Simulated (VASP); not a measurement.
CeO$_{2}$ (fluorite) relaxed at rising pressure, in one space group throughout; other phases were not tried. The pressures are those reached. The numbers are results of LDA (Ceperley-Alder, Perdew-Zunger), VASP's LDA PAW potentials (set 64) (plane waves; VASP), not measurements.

```csv
P (GPa),V (Å³/atom),k-mesh
-0.09,12.848,7×7×7
4.95,12.548,7×7×7
10.07,12.286,7×7×7
20.15,11.833,7×7×7
30.07,11.454,7×7×7
```

A change of mesh leaves a small step in the series.

Question: Fit an equation of state and predict the volume at 44.93 GPa.

Answer: Least squares on the third-order Birch-Murnaghan form, P = (3B0/2)(y⁷ − y⁵)[1 + (3/4)(B′ − 4)(y² − 1)] with y = (V0/V)^(1/3), gives V0 = 12.840 Å³/atom, B0 = 208 GPa and B′ = 4.1, and so 10.981 Å³/atom. The run gave 10.983 Å³/atom, +0.0 % from the fit.

Pressures at which the relaxation failed are left out.

The compound is CeO2 in the fluorite structure. The run is not spin-polarised, so no magnetic state was tried.
